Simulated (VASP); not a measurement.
Output of a VASP run:

OSZICAR:
```
       N       E                     dE             d eps       ncg     rms          rms(c)
DAV:   1    -0.613485412439E+03   -0.61349E+03   -0.15036E-03  3336   0.184E-01    0.227E-01
DAV:   2    -0.613495500622E+03   -0.10088E-01   -0.54176E-02  3640   0.110E+00    0.127E+00
DAV:   3    -0.613484776072E+03    0.10725E-01   -0.36867E-02  3856   0.901E-01    0.402E-02
DAV:   4    -0.613484944917E+03   -0.16884E-03   -0.52587E-04  3200   0.935E-02    0.129E-02
DAV:   5    -0.613484984199E+03   -0.39283E-04   -0.27599E-05  3240   0.301E-02    0.597E-03
DAV:   6    -0.613484990427E+03   -0.62279E-05   -0.28155E-06  2288   0.961E-03    0.472E-03
DAV:   7    -0.613484987971E+03    0.24557E-05   -0.63887E-07  1856   0.565E-03    0.357E-03
DAV:   8    -0.613484985872E+03    0.20994E-05   -0.63515E-07  1776   0.522E-03    0.194E-03
DAV:   9    -0.613484984037E+03    0.18352E-05   -0.18505E-07  1784   0.285E-03    0.126E-03
DAV:  10    -0.613484985428E+03   -0.13917E-05   -0.15374E-07  1696   0.275E-03    0.573E-04
DAV:  11    -0.613484984978E+03    0.45074E-06   -0.84134E-08  1696   0.202E-03
   1 F= -.61348498E+03 E0= -.61348389E+03  d E =-.327862E-02
```

### OUTCAR
```
------------------------ aborting loop because EDIFF is reached ----------------------------------------
  FORCE on cell =-STRESS in cart. coord.  units (eV):
  Direction    XX          YY          ZZ          XY          YZ          ZX
  --------------------------------------------------------------------------------------
  Total       -8.4300584     -4.9205463     -0.4215003     -1.9618769     -0.0301694     -0.0674575
  in kB      -30.2781933    -17.6730984     -1.5139003     -7.0464623     -0.1083594     -0.2422868
  external PRESSURE =     -16.4883973 kB  Pullay stress =       0.0000000 kB
  volume of cell :      446.08
      direct lattice vectors                 reciprocal lattice vectors
     4.828825938  0.000000000  0.000000000     0.207089676 -0.185226663  0.000000000
     3.219217627  3.599194229  0.000000000     0.000000000  0.277839965  0.000000000
     0.000000000  0.000000000 25.666365520     0.000000000  0.000000000  0.038961496
 POSITION                                       TOTAL-FORCE (eV/Angst)
 -----------------------------------------------------------------------------------
      2.78114      1.24376      8.19230         0.008534      0.003816     -0.000694
      5.24267      2.34459      8.79462         0.007030      0.003144      0.025849
      7.71808      3.45163      9.66810        -0.020212     -0.009039      0.007565
      2.00147      0.89508     10.67311         0.008155      0.003647      0.007936
      4.39697      1.96638     11.49269         0.003481      0.001557     -0.007741
      6.83502      3.05671     12.41129         0.012292      0.005497      0.003613
      1.21302      0.54248     13.25508        -0.012292     -0.005497     -0.003613
      3.65107      1.63281     14.17368        -0.003481     -0.001557      0.007741
      6.04658      2.70411     14.99325        -0.008155     -0.003647     -0.007936
      0.32996      0.14756     15.99827         0.020212      0.009039     -0.007565
      2.80537      1.25460     16.87175        -0.007030     -0.003144     -0.025849
      5.26690      2.35543     17.47407        -0.008534     -0.003816      0.000694
 -----------------------------------------------------------------------------------
    total drift:                                0.000000      0.000000     -0.000000
  FREE ENERGIE OF THE ION-ELECTRON SYSTEM (eV)
  ---------------------------------------------------
  free  energy   TOTEN  =      -613.4849849777 eV

  energy  without entropy=     -613.4817063605  energy(sigma->0) =     -613.48389211

 total charge

# of ion       s       p       d       tot
------------------------------------------
    1        0.652   0.371   8.098   9.121
    2        0.637   0.461   8.022   9.120
    3        0.641   0.541   8.034   9.215
    4        0.632   0.581   8.046   9.260
    5        0.626   0.563   8.051   9.240
    6        0.630   0.578   8.039   9.247
    7        0.630   0.578   8.039   9.247
    8        0.626   0.563   8.051   9.240
    9        0.632   0.581   8.046   9.260
   10        0.641   0.541   8.034   9.215
   11        0.637   0.461   8.022   9.120
   12        0.652   0.371   8.098   9.121
--------------------------------------------------
tot          7.636   6.189  96.581 110.405
```
(Selected blocks of OUTCAR.)

POSCAR:
```
Pt(210) slab
1
    4.8288259379     0.0000000000     0.0000000000
    3.2192176272     3.5991942289     0.0000000000
    0.0000000000     0.0000000000    25.6663655196
Pt
12
Direct
  0.3455672705   0.3455672705   0.3191840824
  0.6514219618   0.6514219618   0.3426513882
  0.9590011769   0.9590011769   0.3766834902
  0.2486899482   0.2486899482   0.4158405021
  0.5463400609   0.5463400609   0.4477722453
  0.8492772115   0.8492772115   0.4835623009
  0.1507227885   0.1507227885   0.5164376991
  0.4536599391   0.4536599391   0.5522277547
  0.7513100518   0.7513100518   0.5841594979
  0.0409988231   0.0409988231   0.6233165098
  0.3485780382   0.3485780382   0.6573486118
  0.6544327295   0.6544327295   0.6808159176
```

Question: Write an INCAR and KPOINTS that could have produced this output.

Answer: This is not unique; one that fits is the input of the run itself, r2SCAN meta-GGA, plane waves, VASP's PBE PAW potentials (set 64).

INCAR:
```
# general
SYSTEM  = Pt(210) slab
PREC    = Normal
ENCUT   = 400   # plane-wave cut-off (eV)
LREAL   = .FALSE.   # projection in real space or not
LASPH   = .TRUE.

# electronic loop
EDIFF   = 1E-6   # SCF stop (eV)
NELM    = 100
NELMIN  = 4
ALGO    = Normal
LMAXMIX = 6   # l cut-off of mixed one-centre charges
LMIXTAU = .TRUE.

# smearing
ISMEAR  = 1   # Methfessel-Paxton
SIGMA   = 0.1   # width (eV)

# functional
METAGGA = R2SCAN

# output
LWAVE   = .FALSE.
LCHARG  = .FALSE.
LORBIT  = 11   # lm-projected
LVHAR   = .TRUE.

# other
LDIPOL  = .TRUE.
IDIPOL  = 3
DIPOL   = 0.5 0.5 0.5
```

KPOINTS:
```
Automatic
0
gamma
8 8 1
```

POTCAR, in this order: Pt (PBE.64 set). Program: vasp_std. Read from the step before: WAVECAR.

The cell is a thin slab with vacuum, built from Pt (fcc): (210) face.
